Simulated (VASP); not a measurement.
These are r2SCAN meta-GGA, VASP's PBE PAW potentials (set 64) (plane waves; VASP) values and carry that method's errors.

The input files of a VASP run:

### POSCAR
```
SnO
1
    3.1353560000     0.0000000000     0.0000000000
   -1.5676780000     2.7152980000     0.0000000000
    0.0000000000     0.0000000000     3.0599520000
Sn O
1 1
Direct
  0.0000000000   0.0000000000   0.0000000000
  0.6666670000   0.3333330000   0.5000000000
```

### KPOINTS
```
Automatic mesh
0
Gamma
9 9 8
0 0 0
```

**INCAR**
```
ALGO = Normal
EDIFF = 1E-6
EDIFFG = -0.01
ENCUT = 520
IBRION = 2
ISIF = 3
ISMEAR = 0
LASPH = .TRUE.
LCHARG = .FALSE.
LMAXMIX = 4
LMIXTAU = .TRUE.
LREAL = .FALSE.
LWAVE = .FALSE.
METAGGA = R2SCAN
NELM = 100
NSW = 60
PREC = Accurate
SIGMA = 0.05
SYSTEM = SnO
```

POTCAR, in this order: Sn_d O (PBE.64 set). Program: vasp_std.

Energy and stress use the plane-wave basis of the starting cell. Unless said otherwise, spin-orbit coupling is left out, though it shifts the bands of the heavy elements here.

### Question
Predict the energy per atom (σ→0), volume per atom, band gap (on the k-mesh).

### Answer

| Property | Value |
|---|---|
| energy per atom (σ→0) | -16.029 eV/atom |
| band gap (on the k-mesh) | none (metal, semimetal or under 0.01 eV) |
| volume per atom | 15.56 Å³/atom |

### OSZICAR
```
...
DAV:   6    -0.320576413335E+02   -0.92749E-05   -0.41957E-05  1686   0.638E-02    0.740E-03
DAV:   7    -0.320576367765E+02    0.45570E-05   -0.56301E-06  1576   0.277E-02    0.454E-03
DAV:   8    -0.320576341153E+02    0.26612E-05   -0.52779E-06  1692   0.205E-02    0.215E-03
DAV:   9    -0.320576464444E+02   -0.12329E-04   -0.19295E-06  1516   0.143E-02    0.436E-04
DAV:  10    -0.320576434578E+02    0.29866E-05   -0.97483E-08   858   0.377E-03    0.375E-04
DAV:  11    -0.320576451104E+02   -0.16527E-05   -0.34613E-08   858   0.200E-03    0.678E-05
DAV:  12    -0.320576442748E+02    0.83562E-06   -0.10639E-08   858   0.124E-03
   9 F= -.32057644E+02 E0= -.32057272E+02  d E =-.200625E-03
```

The structure was generated: SnO was put into the WC type (P-6m2), which need not be its known phase. This run relaxes it. Symmetry was kept, so distortions that lower it aren't found.
